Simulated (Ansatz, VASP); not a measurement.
**HfO2: VASP beside Ansatz**

One calculation is typed for both programs; each brings its own data sets. How far apart do they land? The cell is taken from a series of runs on this material, whose earlier steps may have relaxed, scaled, displaced or heated it; both programs get it as it stands.

Calculated with Ansatz 0.2.0; plane waves, with VASP 6.6.1 beside it; LDA.

### 1. Starting point

Symmetry: P2_1/c, No. 14, monoclinic system. Conventional cell: a = 4.947 Å, b = 5.038 Å, c = 5.314 Å, α = 90.00°, β = 99.02°, γ = 90.00°. Nearest to O lie 4 Hf at 2.10 to 2.22 Å. Nearest to O lie 3 Hf at 1.99 to 2.13 Å. Nearest to Hf lie 7 O at 1.99 to 2.22 Å. Farther neighbours and most contacts between anions are not listed.

### 2. Ansatz: zone-centre phonons, LDA

Ansatz runs on its PAW soft_1 files.

Second derivatives magnify differences that forces hide, and they need a tight electronic threshold.

Contents of input.yaml:

```yaml
crystal:
  lattice:
    - [4.9468407619, 0.0, -0.0016354768]
    - [0.0, 5.037819093, 0.0]
    - [-0.8311436169, 0.0, 5.2484236016]
  atoms:
    - { symbol: O, position: [0.4417110024, 0.7586922896, 0.4791283742] }
    - { symbol: O, position: [0.5582889976, 0.2586922896, 0.0208716258] }
    - { symbol: O, position: [0.5582889976, 0.2413077104, 0.5208716258] }
    - { symbol: O, position: [0.4417110024, 0.7413077104, 0.9791283742] }
    - { symbol: O, position: [0.0712641843, 0.3332754779, 0.3469193864] }
    - { symbol: O, position: [0.9287358157, 0.8332754779, 0.1530806136] }
    - { symbol: O, position: [0.9287358157, 0.6667245221, 0.6530806136] }
    - { symbol: O, position: [0.0712641843, 0.1667245221, 0.8469193864] }
    - { symbol: Hf, position: [0.279514328, 0.0429413286, 0.2089637966] }
    - { symbol: Hf, position: [0.720485672, 0.5429413286, 0.2910362034] }
    - { symbol: Hf, position: [0.720485672, 0.9570586714, 0.7910362034] }
    - { symbol: Hf, position: [0.279514328, 0.4570586714, 0.7089637966] }
kpoints:
  mp_grid: { grid: [4, 4, 4] }
hamiltonian:
  xc: lda
  pseudopotentials: { kind: paw, azcp: { folder: soft_1 }, xc_functional: pbe }
scf:
  occupations: { method: fixed }
output:
  eigenvalues: true
phonons:
  method: dfpt
  dielectric: true
  rigid_motions: translations
```

Started as:

```sh
ansatz run input.yaml --threads 8 --pin off --max-ram 20480MiB --backend cpu --events-out ev --progress --plain --runs-dir out
```

Numbers of over 12 decimals in the logs are rounded to 6 here.

The program printed:

```text
Engine: ansatz 0.2.0, aarch64-unknown-linux-gnu
Pseudopotentials: kind: paw
Pseudopotential: O, paw, valence charge 6, recommended cutoff 420 eV (normal), soft_1/O.paw.azcp
Pseudopotential: Hf, paw, valence charge 26, recommended cutoff 420 eV (normal), soft_1/Hf.paw.azcp
Functional definition: SPW92
  exchange = slater_x
  correlation = pw_c
Crystal: 12 atoms, lattice volume = 130.791 Å³
Basis set: ecut = 420 eV, 2569 PW (Γ), exchange–correlation on 72×72×72 points (8 copies of the dense FFT grid, shifted against one another)
Bands: 92, of which v1, the nominal top of the filled ones, is band 76 counted from 1 (75 counted from 0)
Symmetry: 4 space group operations
k-points: 36 of 64 (irreducible under 1 space group operation, time reversal used)
Non-local potential: O, projectors of the file, l = 0: 2, l = 1: 2, l = 2: 1
Non-local potential: Hf, projectors of the file, l = 0: 3, l = 1: 2, l = 2: 2, l = 3: 3
PAW form: soft (Blöchl's): semilocal exchange-correlation on the pseudo side does not see the compensation charge
PAW frozen core: O, regenerated for the run's functional, and the local potential with it (the file was generated under x = pbe(κ = 0.804, μ = 0.219515), c = pbe(β = 0.066725))
PAW frozen core: Hf, regenerated for the run's functional, and the local potential with it (the file was generated under x = pbe(κ = 0.804, μ = 0.219515), c = pbe(β = 0.066725))
PAW one-centre angular grid: O, 110 points (default); XC on 64 Gauss nodes
PAW one-centre angular grid: Hf, 590 points (default); XC on 64 Gauss nodes
Initial density: superposition of atomic densities (chi_scale 0.1, normalization cell, long waves kept (reshape's long-wave potential 0.02 eV rms))
Initial wavefunctions: pseudopotential atomic-orbital guess
Functional: x = slater, c = lda
SCF iter   1: F=—  HF=-66378.607281 eV  |F-HF|=—  |Δ(HF+E_count)|=         —  Δρ=9.41e-2  dr2=9.92e0  ethr=3.10e-3  ⟨swp⟩=4.8  Hψ=9388  notcnv=0  defer=458
preconditioner: auto → Resta (q_TF=auto, 2.797 Å⁻¹)  ε∞=5.0  [insulator: Δε(μ)=3.013 eV  Ē_g=19.449 eV  n_scr=44 (ndim 8)  ℏωp=39.0 eV  f_vac=0.003  ε∞_Penn≈5.0]
SCF iter   2: F=—  HF=-66376.091884 eV  |F-HF|=—  |Δ(HF+E_count)|=    2.52e0  Δρ=4.28e-2  dr2=2.34e0  ethr=3.10e-3  ⟨swp⟩=2.4  Hψ=6641  notcnv=0  defer=424
SCF iter   3: F=—  HF=-66375.298318 eV  |F-HF|=—  |Δ(HF+E_count)|=   7.94e-1  Δρ=2.27e-2  dr2=7.04e-1  ethr=1.54e-3  ⟨swp⟩=2.0  Hψ=5153  notcnv=0  defer=495
SCF iter   4: F=—  HF=-66375.053532 eV  |F-HF|=—  |Δ(HF+E_count)|=   2.45e-1  Δρ=8.02e-3  dr2=6.28e-2  ethr=4.63e-4  ⟨swp⟩=3.0  Hψ=5840  notcnv=0  defer=502
SCF iter   5: F=—  HF=-66375.073186 eV  |F-HF|=—  |Δ(HF+E_count)|=   1.97e-2  Δρ=4.20e-3  dr2=2.23e-2  ethr=4.13e-5  ⟨swp⟩=2.0  Hψ=5450  notcnv=0  defer=504
SCF iter   6: F=—  HF=-66375.061457 eV  |F-HF|=—  |Δ(HF+E_count)|=   1.17e-2  Δρ=8.33e-4  dr2=8.33e-4  ethr=1.47e-5  ⟨swp⟩=2.0  Hψ=5754  notcnv=0  defer=504
SCF iter   7: F=—  HF=-66375.062625 eV  |F-HF|=—  |Δ(HF+E_count)|=   1.17e-3  Δρ=4.68e-4  dr2=2.53e-4  ethr=5.48e-7  ⟨swp⟩=2.0  Hψ=5751  notcnv=0  defer=502
SCF iter   8: F=—  HF=-66375.062582 eV  |F-HF|=—  |Δ(HF+E_count)|=   4.30e-5  Δρ=2.61e-4  dr2=6.51e-5  ethr=1.67e-7  ⟨swp⟩=2.0  Hψ=5682  notcnv=0  defer=367
SCF iter   9: F=—  HF=-66375.062576 eV  |F-HF|=—  |Δ(HF+E_count)|=   6.92e-6  Δρ=5.61e-5  dr2=3.82e-6  ethr=4.28e-8  ⟨swp⟩=2.0  Hψ=5180  notcnv=0  defer=366
SCF iter  10: F=—  HF=-66375.062571 eV  |F-HF|=—  |Δ(HF+E_count)|=   4.44e-6  Δρ=1.13e-5  dr2=1.74e-7  ethr=2.51e-9  ⟨swp⟩=2.1  Hψ=4042  notcnv=0  defer=366
SCF iter  11: F=—  HF=-66375.062571 eV  |F-HF|=—  |Δ(HF+E_count)|=   2.49e-8  Δρ=2.92e-6  dr2=1.06e-8  ethr=1.14e-10  ⟨swp⟩=3.0  Hψ=5858  notcnv=0  defer=366
SCF iter  12: F=—  HF=-66375.062571 eV  |F-HF|=—  |Δ(HF+E_count)|=  7.71e-10  Δρ=9.67e-7  dr2=7.77e-10  ethr=7.00e-12  ⟨swp⟩=2.1  Hψ=5333  notcnv=0  defer=366
SCF iter  13: F=-66375.062571 eV  HF=-66375.062571 eV  |F-HF|=5.82e-11  |Δ(HF+E_count)|=    0.00e0  Δρ=2.65e-7  dr2=9.67e-11  ethr=1.00e-12  ⟨swp⟩=16.0  Hψ=24807  notcnv=0
SCF 1 converged in 13 iterations: F = -66375.062571 eV  dr2 = 9.67e-11
  greatest PAW one-centre occupation: 0.999 electrons in one spin orbital (limit 2), on the Hf atom at site 11 (counted from 0), in its partial waves of l = 3
NSCF: frozen V_eff on 2 k-points
NSCF: frozen V_eff on 30 k-points
[...]
DFPT response loops at q = (0, 0, 0) (fractional): preconditioner auto → Resta (q_TF=auto, 2.797 Å⁻¹)  ε∞=3.9 (no band partly filled); β = 1.00, the filter's whole step (`scf.mixing.beta` (0.50) is not read by the response loops at its default; to damp them type it under 1.00, their step now; it binds the ground state too); Anderson in place of MSR1; while a model of the screening serves, it and β = 1 on shorter waves in the place of filter and β
[...]
--- Phonons (Γ-DFPT): 9 representative perturbations + reference (Σ response iterations 59) ---
  k mesh reduced under 1 symmetry operation, with k and −k counted as one. Each operation leaves every solved perturbation unchanged. A smaller set is not considered because the run solves the response to a homogeneous field
  ASR residual: 1.034e-4 → 0.000e0 eV/Å²; symmetrization residual: 2.903e-6 eV/Å²
  ASR residual per site (eV/Å²): 1.03e-4 1.03e-4 1.03e-4 1.03e-4 8.85e-5 8.85e-5 8.85e-5 8.85e-5 2.27e-5 2.27e-5 2.27e-5 2.27e-5
  Γ frequencies (cm⁻¹): 0.00 0.00 0.00 90.53 134.92 137.23 138.89 149.24 177.11 191.50 228.36 241.22 250.79 258.46 262.07 322.20 336.94 349.17 360.23 371.06 399.93 421.07 434.29 438.54 503.37 503.47 518.30 535.11 546.36 608.70 647.67 660.32 669.55 712.45 767.46 811.92
  ε∞ (high-frequency dielectric tensor):
        5.049034     0.000000     0.071227
        0.000000     5.095126     0.000000
        0.071227     0.000000     4.811902
  ε⁰ (static dielectric tensor: ions relaxed, cell fixed):
       18.748229    -0.000000     1.228432
       -0.000000    17.238850     0.000000
        1.228432     0.000000    14.350397
  ε⁰ − ε∞ (ionic part):
       13.699195    -0.000000     1.157205
       -0.000000    12.143724    -0.000000
        1.157205    -0.000000     9.538495
  softest optical mode at Γ: 90.53 cm⁻¹; the repairs (sum rule, projections) moved no ω² at Γ by more than (1.92 cm⁻¹)²
  Born effective charges Z* (e; rows j = field, columns β = displacement):
    site 0:
        -2.35029    0.11276    0.04303
         0.19618   -2.73766    0.39763
        -0.01120    0.46836   -2.60788
    site 1:
        -2.35029   -0.11276    0.04303
        -0.19618   -2.73766   -0.39763
        -0.01120   -0.46836   -2.60788
    site 2:
        -2.35029    0.11276    0.04303
         0.19618   -2.73766    0.39763
        -0.01120    0.46836   -2.60788
    site 3:
        -2.35029   -0.11276    0.04303
        -0.19618   -2.73766   -0.39763
        -0.01120   -0.46836   -2.60788
    site 4:
        -2.96270    1.10195   -0.18095
         1.31924   -2.62176   -0.70709
        -0.14901   -0.68077   -2.23874
    site 5:
[...]
site 6:
[...]
site 7:
[...]
site 8:
[...]
site 9:
[...]
site 10:
[...]
site 11:
[...]
Z* charge neutrality: 5.412e-3 e pre-enforcement
  solved inside a basis spanned on kpoints, on 6×6×6 k-points, taken by the longest dipole's decay: ε∞ is read to err by 1.4e-2, Z* by 1.4e-1 e (field_mesh: kpoints solves on kpoints); Z* is corrected for what the basis lacks
  optical modes at Γ without the LO–TO term, one row a degenerate level:
      ω (cm⁻¹)  modes    IR ((D/Å)²/amu)
[...]
optical modes at Γ + LO–TO along q̂ = [1.0000, 0.0000, 0.0000]:
      ω (cm⁻¹)  modes    IR ((D/Å)²/amu)
[...]
optical modes at Γ + LO–TO along q̂ = [0.0000, 1.0000, 0.0000]:
      ω (cm⁻¹)  modes    IR ((D/Å)²/amu)
[...]
optical modes at Γ + LO–TO along q̂ = [0.0000, 0.0000, 1.0000]:
      ω (cm⁻¹)  modes    IR ((D/Å)²/amu)
[...]
608.70      1             0.0000
        647.67      1            19.8146
        660.32      1             0.0000
        665.35      1            78.5219
        669.55      1             0.4523
        712.45      1             0.0000
        770.66      1            23.5214
        811.92      1             0.0000
```

### 3. VASP: zone-centre phonons, LDA

The same cell, functional (in two slightly different forms) and mesh now go to VASP, with its own data sets.

Lines of VASP's logs that name or quote its potential files are left out, and so is its time.

Contents of INCAR:

```
SYSTEM = HfO2
PREC = Accurate
ENCUT = 600
EDIFF = 1E-08
NELM = 120
ISMEAR = 0
SIGMA = 0.01
LREAL = .FALSE.
ALGO = Normal
GGA = CA
NBANDS = 56
LASPH = .TRUE.
LORBIT = 11
LWAVE = .FALSE.
LCHARG = .FALSE.
ISIF = 2
IBRION = 8
LEPSILON = .TRUE.
GGA_COMPAT = .FALSE.
EFERMI = MIDGAP
KPAR = 2
```

Contents of POSCAR:

```
HfO2
1.0
    4.9468407619      0.0000000000     -0.0016354768
    0.0000000000      5.0378190930      0.0000000000
   -0.8311436169      0.0000000000      5.2484236016
O Hf
8 4
Direct
    0.4417110024      0.7586922896      0.4791283742
    0.5582889976      0.2586922896      0.0208716258
    0.5582889976      0.2413077104      0.5208716258
    0.4417110024      0.7413077104      0.9791283742
    0.0712641843      0.3332754779      0.3469193864
    0.9287358157      0.8332754779      0.1530806136
    0.9287358157      0.6667245221      0.6530806136
    0.0712641843      0.1667245221      0.8469193864
    0.2795143280      0.0429413286      0.2089637966
    0.7204856720      0.5429413286      0.2910362034
    0.7204856720      0.9570586714      0.7910362034
    0.2795143280      0.4570586714      0.7089637966
```

Contents of KPOINTS:

```
Automatic mesh
0
Gamma
4 4 4
0 0 0
```

Potentials, in the order of the species: O and Hf_pv (LDA family, release 64).

Started as:

```sh
mpirun -np 2 vasp_std
```

The program printed:

```text
[banner, memory and clock lines left out]
running    2 mpi-ranks, on    1 nodes
 distrk:  each k-point on    1 cores,    2 groups
 distr:  one band on    1 cores,    1 groups

 POSCAR found type information on POSCAR O Hf
 POSCAR found :  2 types and      12 ions
 LDA part: xc-table for (Slater(with rela. corr.)+CA(PZ))
 , standard interpolation
 POSCAR, INCAR and KPOINTS ok, starting setup
 FFT: planning ... GRIDC
 FFT: planning ... GRID_SOFT
 FFT: planning ... GRID
 WAVECAR not read
 entering main loop
       N       E                     dE             d eps       ncg     rms          rms(c)
DAV:   1     0.590130019541E+03    0.59013E+03   -0.54710E+04  3360   0.176E+03
DAV:   2    -0.117414853517E+03   -0.70754E+03   -0.68621E+03  4224   0.433E+02
DAV:   3    -0.153231686490E+03   -0.35817E+02   -0.35669E+02  3952   0.871E+01
DAV:   4    -0.153683191338E+03   -0.45150E+00   -0.45070E+00  4168   0.106E+01
DAV:   5    -0.153689891982E+03   -0.67006E-02   -0.66985E-02  4000   0.122E+00    0.125E+02
DAV:   6    -0.133504143680E+03    0.20186E+02   -0.10473E+02  3784   0.417E+01    0.102E+02
DAV:   7    -0.132989755243E+03    0.51439E+00   -0.56117E+00  4104   0.116E+01    0.505E+01
DAV:   8    -0.132899282601E+03    0.90473E-01   -0.32291E-01  3944   0.297E+00    0.791E+00
DAV:   9    -0.132873543533E+03    0.25739E-01   -0.10518E-01  3840   0.174E+00    0.420E+00
DAV:  10    -0.132871606379E+03    0.19372E-02   -0.11608E-02  4184   0.524E-01    0.476E-01
DAV:  11    -0.132871613976E+03   -0.75979E-05   -0.14147E-03  4072   0.204E-01    0.257E-01
DAV:  12    -0.132871652519E+03   -0.38543E-04   -0.34355E-04  3928   0.932E-02    0.290E-01
DAV:  13    -0.132871622337E+03    0.30182E-04   -0.14906E-04  3856   0.543E-02    0.201E-02
DAV:  14    -0.132871622027E+03    0.31009E-06   -0.15063E-05  4208   0.192E-02    0.426E-02
DAV:  15    -0.132871622057E+03   -0.29881E-07   -0.16401E-06  3984   0.576E-03    0.501E-03
DAV:  16    -0.132871622053E+03    0.38672E-08   -0.94424E-08  3880   0.147E-03
   1 F= -.13287162E+03 E0= -.13287162E+03  d E =0.000000E+00
 Linear response reoptimize wavefunctions to high precision
DAV:   1    -0.132871622043E+03    0.99735E-08   -0.55490E-08  3408   0.123E-03
DAV:   2    -0.132871622043E+03   -0.55843E-09   -0.58139E-09  2552   0.367E-04
DAV:   3    -0.132871622043E+03   -0.20009E-10   -0.31663E-10  2376   0.805E-05
 Linear response G [H, r] |phi>, progress :
  Direction:   1
       N       E                     dE             d eps       ncg     rms
RMM:   1    -0.368521852582E+03   -0.36852E+03    0.30682E+03  4820   0.236E+02
RMM:   2    -0.354127415275E+03    0.14394E+02   -0.14953E+02  5414   0.420E+01
RMM:   3    -0.355651272098E+03   -0.15239E+01   -0.10482E+01  6599   0.752E+00
RMM:   4    -0.355695697772E+03   -0.44426E-01   -0.75649E-01  7134   0.165E+00
RMM:   5    -0.355691534716E+03    0.41631E-02   -0.38970E-02  6675   0.379E-01
RMM:   6    -0.355691881041E+03   -0.34633E-03   -0.43847E-03  6993   0.102E-01
RMM:   7    -0.355691875678E+03    0.53639E-05   -0.40182E-04  6952   0.332E-02
RMM:   8    -0.355691879743E+03   -0.40652E-05    0.69189E-04  6893   0.158E-02
RMM:   9    -0.355691878108E+03    0.16346E-05    0.29730E-04  6661   0.128E-02
RMM:  10    -0.355691847664E+03    0.30444E-04    0.16514E-04  6629   0.122E-02
RMM:  11    -0.355691902065E+03   -0.54400E-04   -0.25442E-04  6557   0.120E-02
RMM:  12    -0.355691862633E+03    0.39432E-04    0.65676E-05  6405   0.119E-02
 Linear response G [H, r] |phi>, progress :
  Direction:   2
       N       E                     dE             d eps       ncg     rms
RMM:   1    -0.368113526534E+03   -0.36811E+03    0.31372E+03  4778   0.237E+02
RMM:   2    -0.353960358237E+03    0.14153E+02   -0.15650E+02  5379   0.425E+01
RMM:   3    -0.355636034920E+03   -0.16757E+01   -0.10624E+01  6589   0.762E+00
RMM:   4    -0.355675277506E+03   -0.39243E-01   -0.79043E-01  7144   0.166E+00
RMM:   5    -0.355672700689E+03    0.25768E-02   -0.41523E-02  6682   0.384E-01
RMM:   6    -0.355672979111E+03   -0.27842E-03   -0.41627E-03  7072   0.101E-01
RMM:   7    -0.355672995485E+03   -0.16374E-04   -0.34529E-04  6879   0.323E-02
RMM:   8    -0.355672996672E+03   -0.11866E-05   -0.45633E-04  6904   0.159E-02
RMM:   9    -0.355672998825E+03   -0.21536E-05   -0.36844E-04  6659   0.131E-02
RMM:  10    -0.355672998020E+03    0.80506E-06   -0.63968E-04  6588   0.124E-02
RMM:  11    -0.355672979033E+03    0.18987E-04    0.53583E-04  6510   0.123E-02
RMM:  12    -0.355672988310E+03   -0.92771E-05   -0.18078E-04  6379   0.123E-02
 Linear response G [H, r] |phi>, progress :
  Direction:   3
       N       E                     dE             d eps       ncg     rms
RMM:   1    -0.365541485099E+03   -0.36554E+03    0.28798E+03  4774   0.231E+02
RMM:   2    -0.355100064344E+03    0.10441E+02   -0.15018E+02  5463   0.415E+01
RMM:   3    -0.356825853213E+03   -0.17258E+01   -0.10622E+01  6493   0.743E+00
[...]
RMM:  12    -0.235294711780E+00    0.33766E-07   -0.49137E-07  8766   0.224E-04    0.496E-05
RMM:  13    -0.235294696058E+00    0.15722E-07   -0.33890E-07  9184   0.211E-04    0.204E-05
RMM:  14    -0.235294682833E+00    0.13225E-07   -0.24073E-07  8786   0.204E-04    0.140E-05
RMM:  15    -0.235294661273E+00    0.21560E-07    0.33456E-07  9019   0.202E-04    0.801E-06
RMM:  16    -0.235294681869E+00   -0.20596E-07   -0.30037E-07  9170   0.200E-04    0.249E-06
RMM:  17    -0.235294689289E+00   -0.74203E-08    0.54645E-08  9028   0.200E-04    0.105E-06
 first order change of Fermi-energy   0.28616E+00
 force on displaced ion       9 direction 1 : -23.929   0.421   0.643
 Born effective charge ion    9 direction 1 :   5.281  -0.135   0.154
 Linear response progress:
  Degree of freedom:   8/  9
       N       E                     dE             d eps       ncg     rms          rms(c)
RMM:   1    -0.246772428168E+00   -0.24677E+00    0.26105E+00  4830   0.623E+00
RMM:   2    -0.236833823378E+00    0.99386E-02   -0.41614E-02  6065   0.809E-01    0.106E+00
RMM:   3    -0.235987270120E+00    0.84655E-03   -0.19919E-03  7352   0.139E-01    0.636E-01
RMM:   4    -0.235109477797E+00    0.87779E-03   -0.55791E-04  7754   0.900E-02    0.200E-01
RMM:   5    -0.234934886608E+00    0.17459E-03   -0.16108E-04  9005   0.287E-02    0.508E-02
RMM:   6    -0.234969792464E+00   -0.34906E-04   -0.89028E-06  7459   0.117E-02    0.369E-02
RMM:   7    -0.234979620336E+00   -0.98279E-05    0.50122E-08  8691   0.342E-03    0.322E-02
RMM:   8    -0.234981306706E+00   -0.16864E-05   -0.86707E-06  8285   0.243E-03    0.335E-03
RMM:   9    -0.234983561386E+00   -0.22547E-05    0.11462E-06  7363   0.137E-03    0.149E-03
RMM:  10    -0.234983774947E+00   -0.21356E-06   -0.17049E-06  8852   0.493E-04    0.216E-04
RMM:  11    -0.234983719254E+00    0.55693E-07   -0.15526E-06  8764   0.295E-04    0.107E-04
RMM:  12    -0.234983687958E+00    0.31296E-07   -0.53994E-07  8923   0.253E-04    0.123E-04
RMM:  13    -0.234983722163E+00   -0.34205E-07   -0.13782E-06  9043   0.239E-04    0.512E-05
RMM:  14    -0.234983695299E+00    0.26864E-07   -0.60605E-07  8952   0.233E-04    0.577E-06
RMM:  15    -0.234983685126E+00    0.10173E-07   -0.77264E-07  9074   0.231E-04    0.350E-06
RMM:  16    -0.234983647698E+00    0.37428E-07   -0.34674E-07  9184   0.230E-04    0.197E-06
RMM:  17    -0.234983621461E+00    0.26237E-07    0.87018E-08  8997   0.229E-04    0.167E-06
RMM:  18    -0.234983607817E+00    0.13644E-07   -0.79305E-08  9115   0.229E-04    0.159E-06
RMM:  19    -0.234983595516E+00    0.12301E-07    0.40735E-07  8941   0.229E-04    0.942E-07
RMM:  20    -0.234983600823E+00   -0.53067E-08   -0.19175E-08  8944   0.229E-04    0.542E-07
 first order change of Fermi-energy  -0.20860E+00
 force on displaced ion       9 direction 2 :   0.422 -25.831  -0.291
 Born effective charge ion    9 direction 2 :  -0.367   5.327   0.364
 Linear response progress:
  Degree of freedom:   9/  9
       N       E                     dE             d eps       ncg     rms          rms(c)
RMM:   1    -0.249671776384E+00   -0.24967E+00    0.24656E+00  4877   0.612E+00
RMM:   2    -0.238997431383E+00    0.10674E-01   -0.41048E-02  6061   0.797E-01    0.104E+00
RMM:   3    -0.238368559487E+00    0.62887E-03   -0.18959E-03  7326   0.130E-01    0.619E-01
RMM:   4    -0.237570151044E+00    0.79841E-03   -0.23062E-04  7952   0.781E-02    0.182E-01
RMM:   5    -0.237442085363E+00    0.12807E-03   -0.59585E-05  8998   0.231E-02    0.420E-02
RMM:   6    -0.237470035658E+00   -0.27950E-04    0.46594E-05  7546   0.948E-03    0.304E-02
RMM:   7    -0.237481606067E+00   -0.11570E-04    0.14845E-05  8629   0.294E-03    0.246E-02
RMM:   8    -0.237482443478E+00   -0.83741E-06   -0.10242E-05  8415   0.169E-03    0.370E-03
RMM:   9    -0.237483919038E+00   -0.14756E-05   -0.51033E-06  7678   0.830E-04    0.374E-04
RMM:  10    -0.237483442176E+00    0.47686E-06    0.20223E-06  8958   0.374E-04    0.510E-04
RMM:  11    -0.237483433388E+00    0.87872E-08    0.37802E-06  8760   0.275E-04    0.169E-04
RMM:  12    -0.237483370623E+00    0.62765E-07    0.33861E-06  9061   0.245E-04    0.129E-04
RMM:  13    -0.237483432613E+00   -0.61989E-07    0.16501E-06  9061   0.233E-04    0.917E-06
RMM:  14    -0.237483298947E+00    0.13367E-06    0.32359E-06  9105   0.229E-04    0.909E-06
[...]
RMM:  64    -0.237483320605E+00    0.31546E-07    0.34358E-06 10004   0.224E-04    0.416E-07
RMM:  65    -0.237483351992E+00   -0.31387E-07    0.21056E-06 10003   0.224E-04    0.635E-07
RMM:  66    -0.237483322108E+00    0.29884E-07    0.34078E-06 10006   0.224E-04    0.398E-07
RMM:  67    -0.237483350353E+00   -0.28245E-07    0.21162E-06 10007   0.224E-04    0.668E-07
RMM:  68    -0.237483323368E+00    0.26985E-07    0.33938E-06 10001   0.224E-04    0.423E-07
RMM:  69    -0.237483349156E+00   -0.25788E-07    0.21345E-06 10003   0.224E-04    0.526E-07
RMM:  70    -0.237483324250E+00    0.24906E-07    0.33868E-06 10011   0.224E-04    0.430E-07
RMM:  71    -0.237483348878E+00   -0.24628E-07    0.21481E-06 10001   0.224E-04    0.504E-07
 first order change of Fermi-energy   0.14329E+00
 force on displaced ion       9 direction 3 :   0.645  -0.295 -23.458
 Born effective charge ion    9 direction 3 :   0.132   0.209   4.826
 Born effective charges drift removed
 Linear response finished
```

(Continued in part 2 of 2.)

[Lines on the potential files, build, host, timing and source positions are cut from VASP's logs without a mark.]

[Logs are printed without paths, hosts, clocks, repeated set-up lines and the standing remarks that a program may print on its own settings, such as how far it seeks lower states.]

[Hosts, paths, dates, database ids (printed as entryN), source tags and the programs' standing remarks are cut or masked in the printed files.]
